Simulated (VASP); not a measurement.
```xyz
2
Lattice="-0.0282 2.8173 2.8173 2.7891 0.0000 2.7891 2.8173 2.8173 -0.0282" Properties=species:S:1:pos:R:3 pbc="T T T"
Zn     2.7891     5.6245     2.7891
Se     1.3945     1.4187     1.3945
```

All values below come from PBEsol GGA, VASP's PBE PAW potentials (set 64) (plane waves; VASP 6.6.1). Settings: 480 eV cut-off, 8×8×8 Γ-centred mesh, Gaussian smearing of 0.050 eV, potentials Zn Se.

Q: Predict the energy per atom (σ→0), band gap (on the k-mesh) with the smallest direct gap where there is one.

A: 
```
Property                                     Result
-----------------------------------  --------------
band gap (on the k-mesh)                    1.18 eV
smallest direct gap (on the k-mesh)         1.18 eV
energy per atom (σ→0)                -3.385 eV/atom
```

Only differences to runs with the same potentials and settings are physical.

The compound is ZnSe in the zinc blende structure. This cell was strained or had an atom moved on purpose. Symmetry was kept, so distortions that lower it aren't found.
